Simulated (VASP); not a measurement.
Energy against volume of HfB2 (AlB2 type). All values below come from r2SCAN meta-GGA, VASP's PBE PAW potentials (set 64) (plane waves; VASP). Run with 520 eV cut-off, 11×11×9 Γ-centred mesh, first-order Methfessel-Paxton smearing of 0.10 eV, potentials Hf_pv B.

Shape and ions are relaxed at each volume.

```csv
V (Å³/atom),E (eV/atom)
9.269,-20.99947
9.565,-21.02386
9.861,-21.03151
10.156,-21.02473
```

Task: Fit these four points and predict the energy of the run at 10.452 Å³/atom.

Result: A cubic in V^(−2/3), the third-order Birch-Murnaghan form, passes through the four points with V0 = 9.86 Å³/atom and B0 = 260 GPa, and gives -21.0054 eV/atom there. The run gave -21.0055 eV/atom, -0.1 meV/atom from the fit; all five points give B0 = 260 GPa.

The compound is HfB2 in the AlB2 type structure. It was relaxed first.
